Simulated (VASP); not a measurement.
Output of a VASP run:

OUTCAR:
```
 ion  position               nearest neighbor table
   1  0.333  0.667  0.250-   2 2.98   2 2.98   2 2.98   2 2.98   2 2.98   2 2.98
   2  0.667  0.333  0.750-   1 2.98   1 2.98   1 2.98   1 2.98   1 2.98   1 2.98
  LATTYP: Found a hexagonal cell.
 ALAT       =     2.9030588258
 C/A-ratio  =     1.6964234614
 Subroutine PRICEL returns:
 Original cell was already a primitive cell.
 Subroutine GETGRP returns: Found 24 space group operations
The static configuration has the point symmetry D_3d.
 The point group associated with its full space group is D_6h.
The dynamic configuration has the point symmetry D_3d.
 Subroutine INISYM returns: Found 24 space group operations
 Subroutine IBZKPT returns following result:
 Found    120 irreducible k-points:

 Following reciprocal coordinates:
            Coordinates               Weight
  0.000000  0.000000  0.000000      1.000000
  0.071429  0.000000  0.000000      6.000000
  0.142857  0.000000  0.000000      6.000000
  0.214286  0.000000  0.000000      6.000000
  0.285714  0.000000  0.000000      6.000000
  0.357143  0.000000  0.000000      6.000000
  0.428571  0.000000  0.000000      6.000000
  0.500000  0.000000  0.000000      3.000000
  0.071429  0.071429  0.000000      6.000000
  0.142857  0.071429  0.000000     12.000000
  0.214286  0.071429  0.000000     12.000000
  0.285714  0.071429  0.000000     12.000000
  0.357143  0.071429  0.000000     12.000000
  0.428571  0.071429  0.000000     12.000000
  0.142857  0.142857  0.000000      6.000000
  0.214286  0.142857  0.000000     12.000000
  0.285714  0.142857  0.000000     12.000000
  0.357143  0.142857  0.000000     12.000000
  0.428571  0.142857  0.000000      6.000000
  0.214286  0.214286  0.000000      6.000000
  0.285714  0.214286  0.000000     12.000000
  0.357143  0.214286  0.000000     12.000000
  0.285714  0.285714  0.000000      6.000000
  0.357143  0.285714  0.000000      6.000000
  0.000000  0.000000  0.125000      2.000000
  0.071429  0.000000  0.125000     12.000000
  0.142857  0.000000  0.125000     12.000000
  0.214286  0.000000  0.125000     12.000000
  0.285714  0.000000  0.125000     12.000000
  0.357143  0.000000  0.125000     12.000000
  0.428571  0.000000  0.125000     12.000000
  0.500000  0.000000  0.125000      6.000000
  0.071429  0.071429  0.125000     12.000000
  0.142857  0.071429  0.125000     24.000000
  0.214286  0.071429  0.125000     24.000000
  0.285714  0.071429  0.125000     24.000000
  0.357143  0.071429  0.125000     24.000000
  0.428571  0.071429  0.125000     24.000000
  0.142857  0.142857  0.125000     12.000000
  0.214286  0.142857  0.125000     24.000000
   k-points           NKPTS =    120   k-points in BZ     NKDIM =    120   number of bands    NBANDS=     16
   number of dos      NEDOS =    301   number of ions     NIONS =      2
   total plane-waves  NPLWV =  20736
   dimension x,y,z NGX =    24 NGY =   24 NGZ =   36
   dimension x,y,z NGXF=    48 NGYF=   48 NGZF=   72
   ions per type =               2
   PREC   = accura    normal or accurate (medium, high low for compatibility)
   ISTART =      0    job   : 0-new  1-cont  2-samecut
   ICHARG =      2    charge: 1-file 2-atom 10-const
   ISPIN  =      1    spin polarized calculation?
   LNONCOLLINEAR =      F non collinear calculations
   LSORBIT =      F    spin-orbit coupling
   INIWAV =      1    electr: 0-lowe 1-rand  2-diag
   ENCUT  =  500.0 eV  36.75 Ry    6.06 a.u.   5.29  5.29  8.98*2*pi/ulx,y,z
   NELM   =    100;   NELMIN=  2; NELMDL= -5     # of ELM steps
   EDIFF  = 0.1E-05   stopping-criterion for ELM
   LREAL  =      F    real-space projection
   NLSPLINE    = F    spline interpolate recip. space projectors
   LMAXMIX     =    4 max onsite mixed and CHGCAR
   VOSKOWN=      0    Vosko Wilk Nusair interpolation
   EDIFFG = -.2E-01   stopping-criterion for IOM
   NSW    =     40    number of steps for IOM
...
```

**OSZICAR**
```
       N       E                     dE             d eps       ncg     rms          rms(c)
DAV:   1     0.218150550338E+03    0.21815E+03   -0.13710E+04  3840   0.149E+03
DAV:   2    -0.346829892286E+01   -0.22162E+03   -0.21940E+03  4760   0.422E+02
DAV:   3    -0.176667511125E+02   -0.14198E+02   -0.14041E+02  7256   0.810E+01
DAV:   4    -0.178816628834E+02   -0.21491E+00   -0.21490E+00  4136   0.112E+01
DAV:   5    -0.178870897438E+02   -0.54269E-02   -0.54268E-02  5728   0.122E+00    0.248E+01
DAV:   6    -0.174700386859E+02    0.41705E+00   -0.67824E-01  4056   0.795E+00    0.113E+01
DAV:   7    -0.174164338881E+02    0.53605E-01   -0.55607E-01  5656   0.617E+00    0.125E+00
DAV:   8    -0.174251358106E+02   -0.87019E-02   -0.66968E-02  4808   0.242E+00    0.178E-01
DAV:   9    -0.174247205183E+02    0.41529E-03   -0.19106E-03  4520   0.486E-01    0.646E-02
DAV:  10    -0.174246714641E+02    0.49054E-04   -0.84220E-05  5200   0.976E-02    0.169E-02
DAV:  11    -0.174246716923E+02   -0.22819E-06   -0.82782E-06  4432   0.290E-02
   1 F= -.10694237E+02 E0= -.10694266E+02  d E =-.106942E+02
```

OUTCAR:
```
------------------------ aborting loop because EDIFF is reached ----------------------------------------
  FORCE on cell =-STRESS in cart. coord.  units (eV):
  Direction    XX          YY          ZZ          XY          YZ          ZX
  --------------------------------------------------------------------------------------
  Total        6.7685377      6.7685363      6.7675074      0.0000000      0.0000000     -0.0000000
  in kB      301.6983961    301.6983340    301.6524733      0.0000000      0.0000000     -0.0000000
  external PRESSURE =       1.6830678 kB  Pullay stress =     300.0000000 kB
  volume of cell :       35.94
      direct lattice vectors                 reciprocal lattice vectors
     1.451529525 -2.514122627  0.000000000     0.344464230 -0.198876536  0.000000000
     1.451529525  2.514122627  0.000000000     0.344464230  0.198876536  0.000000000
     0.000000000  0.000000000  4.924817102     0.000000000  0.000000000  0.203053226
 POSITION                                       TOTAL-FORCE (eV/Angst)
 -----------------------------------------------------------------------------------
      1.45153      0.83804      1.23120         0.000000      0.000000      0.000000
      1.45153     -0.83804      3.69361        -0.000000     -0.000000      0.000000
 -----------------------------------------------------------------------------------
    total drift:                                0.000075      0.001043     -0.000016
  FREE ENERGIE OF THE ION-ELECTRON SYSTEM (eV)
  ---------------------------------------------------
  free  energy   TOTEN  =       -17.4246716923 eV

  energy  without entropy=      -17.4247570550  energy(sigma->0) =      -17.42470015
  enthalpy is  TOTEN    =       -10.6942371470 eV   P V=        6.7304345453

 reached required accuracy - stopping structural energy minimisation
```
(Selected blocks of OUTCAR.)

### POSCAR
```
Zr
1
    1.4515295248    -2.5141226272    -0.0000000000
    1.4515295248     2.5141226272     0.0000000000
   -0.0000000000    -0.0000000000     4.9248171019
Zr
2
Direct
  0.3333330000   0.6666670000   0.2500000000
  0.6666670000   0.3333330000   0.7500000000
```

Problem. Write an INCAR and KPOINTS that could have produced this output.

Solution. This is not unique; one that fits is the input of the run itself, PBEsol GGA, plane waves, VASP's PBE PAW potentials (set 64).

**KPOINTS**
```
K-points
0
G
 14 14 8
0 0 0
```

**INCAR**
```
SYSTEM  =  Zr
PREC  =  Accurate; ENCUT  =  500; LREAL  =  .False.
LASPH  =  .True.
EDIFF  =  1E-6; NELM  =  100; ALGO  =  Normal
LMAXMIX  =  4
ISMEAR  =  1; SIGMA  =  0.1
GGA  =  PS
IBRION  =  2; NSW  =  40; ISIF  =  3
EDIFFG  =  -0.02; PSTRESS  =  300
LWAVE  =  .False.; LCHARG  =  .False.
```

POTCAR, in this order: Zr_sv (PBE.64 set). Program: vasp_std.

The compound is Zr in the hcp structure. It was relaxed first under an external pressure of 30 GPa.
